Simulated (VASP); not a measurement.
Input:

```xyz
1
Lattice="-1.5706 1.5706 1.5706 1.5706 -1.5706 1.5706 1.5706 1.5706 -1.5706" Properties=species:S:1:pos:R:3 pbc="T T T"
Pt     0.0000     0.0000     0.0000
```

The numbers are results of r2SCAN meta-GGA, VASP's PBE PAW potentials (set 64) (plane waves; VASP 6.6.1), not measurements. Numerical set-up: 400 eV cut-off, 18×18×18 Γ-centred mesh, tetrahedra with Blöchl corrections, potentials Pt.

Unless said otherwise, spin-orbit coupling is left out, though it shifts the bands of the heavy elements here.

Question: Predict the energy per atom (σ→0), band gap (over mesh and band path) with the smallest direct gap where there is one.

Answer: 
The band gap (over mesh and band path) is none (metal, semimetal or under 0.01 eV) and the energy per atom (σ→0) is -51.409 eV/atom.

Total energies compare only between runs with the same potentials, cut-off and functional.

The structure was generated: Pt was put into the bcc type (Im-3m), which need not be its known phase. It was relaxed first.
